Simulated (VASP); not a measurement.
Consider the following.

```xyz
3
Lattice="-1.6725 1.6725 4.0913 1.6725 -1.6725 4.0913 1.6725 1.6725 -4.0913" Properties=species:S:1:pos:R:3 pbc="T T T"
Si     0.0000     0.0000     5.4406
Si     0.0000     0.0000     2.7420
Mo     0.0000     0.0000     0.0000
```

The numbers are results of PBE GGA, VASP's PBE PAW potentials (set 64) (plane waves; VASP), not measurements. Numerical set-up: 480 eV cut-off, 12×12×12 Γ-centred mesh, first-order Methfessel-Paxton smearing of 0.10 eV, potentials Si Mo_sv.

**Question.** Which forces act on the atoms, in eV/Å?

**Answer.** 
| atom | Fx | Fy | Fz |
|---|---|---|---|
| Si1 | 0.000 | 0.000 | -0.241 |
| Si2 | 0.000 | 0.000 | 0.241 |
| Mo3 | 0.000 | 0.000 | 0.000 |

**Question.** Give the stress tensor in GPa (positive for a compressed cell).

**Answer.** 
```
-17.79    0.00    0.00
  0.00  -17.79    0.00
  0.00    0.00  -19.92
```
The pressure is its mean diagonal, -18.50 GPa.

The compound is MoSi2 in the MoSi2 type structure. This cell was strained or had an atom moved on purpose.
